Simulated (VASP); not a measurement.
# Fe (Im-3m) in VASP: a series of runs, part 2 of 2

VASP 6.6.1.

## Step 3: Electrostatic potential, r2SCAN, collinear spin, ferromagnetic start

This run uses another cell than the first one, of 11.75 Å³/atom, 1.082 times its volume.

The input, INCAR:

```
PREC = Accurate
ENCUT = 520
EDIFF = 1E-6
ISMEAR = 1
SIGMA = 0.1
LREAL = F
LASPH = T
NELM = 100
ALGO = Normal
ISIF = 2
LWAVE = F
LCHARG = T
ISPIN = 2
MAGMOM = 2.5
LORBIT = 11
LMAXMIX = 4
METAGGA = R2SCAN
LMIXTAU = T
LVHAR = T
```

The input, KPOINTS:

```
regular mesh
0
Gamma
  20 20 20
```

The input, POSCAR:

```
Fe                                      
1.0
   -1.4320505159      1.4320505159      1.4320505159
    1.4320505159     -1.4320505159      1.4320505159
    1.4320505159      1.4320505159     -1.4320505159
  Fe            
     1
Direct
     0.0000000000000000    0.0000000000000000    0.0000000000000000
```

Potentials or basis: VASP PAW PBE potentials, release 64 (Fe).

The run is started by

```
cat potpaw_PBE.64/Fe/POTCAR > POTCAR
mpirun -np 1 vasp_std > vasp.out
```

OUTCAR:

```text
PREC = Accurate
   ENCUT = 520
   EDIFF = 1E-6
   ISMEAR = 1
   LREAL = F
   LASPH = T
   NELM = 100
   ISIF = 2
   ISPIN = 2
   LORBIT = 11
   METAGGA = R2SCAN

 ion  position               nearest neighbor table
   1  0.000  0.000  0.000-

  LATTYP: Found a body centered cubic cell.
 ALAT       =     2.8641010318

  Lattice vectors:

 A1 = (  -1.4320505159,   1.4320505159,   1.4320505159)
 A2 = (   1.4320505159,  -1.4320505159,   1.4320505159)
 A3 = (   1.4320505159,   1.4320505159,  -1.4320505159)

Analysis of symmetry for initial positions (statically):
=====================================================================
 Subroutine PRICEL returns:
 Original cell was already a primitive cell.

 Routine SETGRP: Setting up the symmetry group for a
 body centered cubic supercell.

 Subroutine GETGRP returns: Found 48 space group operations
 (whereof 48 operations were pure point group operations)
 out of a pool of 48 trial point group operations.

The static configuration has the point symmetry O_h .

Analysis of symmetry for dynamics (positions and initial velocities):
=====================================================================
 Subroutine PRICEL returns:
 Original cell was already a primitive cell.

 Routine SETGRP: Setting up the symmetry group for a
 body centered cubic supercell.

 Subroutine GETGRP returns: Found 48 space group operations
 (whereof 48 operations were pure point group operations)
 out of a pool of 48 trial point group operations.

The dynamic configuration has the point symmetry O_h .

Analysis of structural, dynamic, and magnetic symmetry:
=====================================================================
 Subroutine PRICEL returns:
 Original cell was already a primitive cell.

 Routine SETGRP: Setting up the symmetry group for a
 body centered cubic supercell.

 Subroutine GETGRP returns: Found 48 space group operations
 (whereof 48 operations were pure point group operations)
 out of a pool of 48 trial point group operations.
[... 151 lines left out ...]
 cond. band min:       5.5016672769   @ k =   0.1000   0.1000   0.0000
 fundamental gap:      0.0035516617
 Fermi energy:         5.4994158307

 spin component 1

 k-point     1 :       0.0000    0.0000    0.0000
  band No.  band energies     occupation
      1      -3.0053      1.00000
      2       2.4266      1.00000
      3       2.4267      1.00000
      4       2.4267      1.00000
      5       3.6329      1.00000
      6       3.6329      1.00000
      7      31.1636      0.00000
      8      31.1636      0.00000
      9      31.1636      0.00000
[... 265 lines left out ...]
 k-point    24 :       0.2500    0.1000    0.0000
  band No.  band energies     occupation
      1       0.0245      1.00000
      2       1.7828      1.00000
      3       2.3793      1.00000
      4       3.4556      1.00000
      5       3.8110      1.00000
      6       4.4251      1.00000
      7      19.0901      0.00000
      8      23.8040      0.00000
      9      27.2320      0.00000

 [... further k-points ...]

 spin component 2

 k-point     1 :       0.0000    0.0000    0.0000
  band No.  band energies     occupation
      1      -3.6331      1.00000
      2       5.8518     -0.00000
      3       5.8519     -0.00000
      4       5.8519     -0.00000
      5       8.0654      0.00000
      6       8.0654      0.00000
      7      30.7946      0.00000
      8      30.7947      0.00000
      9      30.7947      0.00000
[... 265 lines left out ...]
 k-point    24 :       0.2500    0.1000    0.0000
  band No.  band energies     occupation
      1       0.0435      1.00000
      2       4.8667      1.00000
      3       5.0015      1.00000
      4       7.6100      0.00000
      5       7.9309      0.00000
      6       8.3149      0.00000
      7      20.2216      0.00000
      8      24.4364      0.00000
      9      28.5039      0.00000

 [... further k-points ...]

------------------------ aborting loop because EDIFF is reached ----------------------------------------

  FORCE on cell =-STRESS in cart. coord.  units (eV):
  Direction    XX          YY          ZZ          XY          YZ          ZX
  --------------------------------------------------------------------------------------
  -------------------------------------------------------------------------------------
  Total        0.0140709      0.0140709      0.0140709      0.0000000      0.0000000      0.0000000
  in kB        1.9190931      1.9190931      1.9190931      0.0000000      0.0000000      0.0000000
  external PRESSURE =       1.9190931 kB  Pullay stress =       0.0000000 kB

 VOLUME and BASIS-vectors are now :
 -----------------------------------------------------------------------------
  energy-cutoff  :      520.00
  volume of cell :       11.75
      direct lattice vectors                 reciprocal lattice vectors
    -1.432050516  1.432050516  1.432050516     0.000000000  0.349149694  0.349149694
     1.432050516 -1.432050516  1.432050516     0.349149694  0.000000000  0.349149694
     1.432050516  1.432050516 -1.432050516     0.349149694  0.349149694  0.000000000

 POSITION                                       TOTAL-FORCE (eV/Angst)
 -----------------------------------------------------------------------------------
      0.00000      0.00000      0.00000         0.000000     -0.000000      0.000000
 -----------------------------------------------------------------------------------
    total drift:                                0.000000      0.000000      0.000000

  FREE ENERGIE OF THE ION-ELECTRON SYSTEM (eV)
  ---------------------------------------------------
  free  energy   TOTEN  =       -14.3599338816 eV

  energy  without entropy=      -14.3602026733  energy(sigma->0) =      -14.36002348

 total charge

# of ion       s       p       d       tot
------------------------------------------
    1        0.480   0.552   6.172   7.203

 magnetization (x)

# of ion       s       p       d       tot
------------------------------------------
    1       -0.012  -0.119   2.848   2.717
```

OSZICAR:

```text
N       E                     dE             d eps       ncg     rms          rms(c)
DAV:   1     0.112845262486E+02    0.11285E+02   -0.42090E+03  9624   0.110E+03
DAV:   2    -0.155141782229E+02   -0.26799E+02   -0.24883E+02  9298   0.135E+02
DAV:   3    -0.158908957710E+02   -0.37672E+00   -0.37516E+00 10411   0.227E+01
DAV:   4    -0.158929811056E+02   -0.20853E-02   -0.20852E-02 10124   0.156E+00
DAV:   5    -0.158930055607E+02   -0.24455E-04   -0.24455E-04  9981   0.152E-01    0.119E+01
DAV:   6    -0.142648222346E+02    0.16282E+01   -0.23512E+01  9795   0.773E+01    0.928E+00
DAV:   7    -0.143342540559E+02   -0.69432E-01   -0.36489E+00 10509   0.261E+01    0.515E+00
DAV:   8    -0.143591457086E+02   -0.24892E-01   -0.96342E-02 10231   0.301E+00    0.237E+00
DAV:   9    -0.143530016455E+02    0.61441E-02   -0.12594E-01 10906   0.389E+00    0.100E+00
DAV:  10    -0.143590935830E+02   -0.60919E-02   -0.21025E-02 10444   0.164E+00    0.363E-01
DAV:  11    -0.143600006875E+02   -0.90710E-03   -0.86049E-04 10254   0.452E-01    0.122E-01
DAV:  12    -0.143599359193E+02    0.64768E-04   -0.26138E-04 10903   0.239E-01    0.646E-02
DAV:  13    -0.143599309782E+02    0.49412E-05   -0.74867E-06  9824   0.323E-02    0.371E-02
DAV:  14    -0.143599355745E+02   -0.45963E-05   -0.20528E-05  9915   0.477E-02    0.956E-03
DAV:  15    -0.143599337875E+02    0.17870E-05   -0.18906E-06  4864   0.199E-02    0.206E-03
DAV:  16    -0.143599338816E+02   -0.94074E-07   -0.10174E-07  4637   0.387E-03
   1 F= -.14359934E+02 E0= -.14360023E+02  d E =0.268792E-03  mag=     2.6480
```

Wall time 2 min (1 thread of Intel Xeon 6975P-C (Granite Rapids), shared host); peak memory 0.16 GiB.

Results:

```
Free energy                                           : -14.3599 eV
Pressure                                              : 0.2 GPa
Band gap on the k mesh                                : none (metal or under the smearing width)
Net moment                                            : 2.65 μB per cell
Site moments                                          : Fe +2.72 μB
Valence electrons inside the program's atomic spheres : Fe 7.20
```

Levels at points of the mesh, in eV from the Fermi level:
Spin up:
```csv
k point,band 2,band 3,band 4,band 5,band 6,band 7,band 8,band 9
"(0.00, 0.00, 0.00)",-3.07,-3.07,-3.07,-1.87,-1.87,25.66,25.66,25.66
"(0.50, 0.00, 0.00)",-4.07,-1.83,-1.71,-0.54,0.57,6.90,18.81,20.25
"(0.50, 0.50, 0.50)",-5.31,-0.79,-0.79,-0.79,9.96,9.96,9.96,15.53
```
Spin down:
```tsv
k point	band 1	band 2	band 3	band 4	band 5	band 6
(0.00, 0.00, 0.00)	-9.13	0.35	0.35	0.35	2.57	2.57
(0.50, 0.00, 0.00)	-3.52	-1.06	-0.01	2.39	2.85	3.41
(0.50, 0.50, 0.50)	-2.68	-2.68	3.10	3.10	3.10	10.31
```

Caveat: the PAW data sets were made with another functional, which shifts forces and pressure a little.
